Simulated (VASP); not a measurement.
Here is the system:

```yaml
crystal:
  lattice:
    - [4.37093, 0.00000, 0.00000]
    - [0.00000, 4.37093, 0.00000]
    - [0.00000, 0.00000, 4.37093]
  atoms:
    - { symbol: Fe, position: [0.86281, 0.63719, 0.36281] }
    - { symbol: Fe, position: [0.36281, 0.86281, 0.63719] }
    - { symbol: Fe, position: [0.13719, 0.13719, 0.13719] }
    - { symbol: Fe, position: [0.63719, 0.36281, 0.86281] }
    - { symbol: Si, position: [0.15908, 0.34092, 0.65908] }
    - { symbol: Si, position: [0.65908, 0.15908, 0.34092] }
    - { symbol: Si, position: [0.84092, 0.84092, 0.84092] }
    - { symbol: Si, position: [0.34092, 0.65908, 0.15908] }
```

All values below come from LDA (Ceperley-Alder, Perdew-Zunger), VASP's LDA PAW potentials (set 64) (plane waves; VASP). Numerical set-up: 400 eV cut-off, 6×6×6 Γ-centred mesh, tetrahedra with Blöchl corrections, potentials Fe Si.

The cores are frozen, which limits the accuracy of field gradients.

Q: Give the principal components of the electric field gradient (V/Å²) and the asymmetry η at each nucleus.

A: 
| atom | Vxx | Vyy | Vzz | η |
|---|---|---|---|---|
| Fe1 | -22.9 | -22.9 | 45.9 | 0.00 |
| Fe2 | -22.9 | -22.9 | 45.9 | 0.00 |
| Fe3 | -22.9 | -22.9 | 45.9 | 0.00 |
| Fe4 | -22.9 | -22.9 | 45.9 | 0.00 |
| Si5 | 17.2 | 17.2 | -34.3 | 0.00 |
| Si6 | 17.2 | 17.2 | -34.3 | 0.00 |
| Si7 | 17.2 | 17.2 | -34.3 | 0.00 |
| Si8 | 17.2 | 17.2 | -34.3 | 0.00 |

The compound is FeSi in the B20 structure. It was relaxed first, which changed the volume by -8 %. The run is not spin-polarised, so no magnetic state was tried.
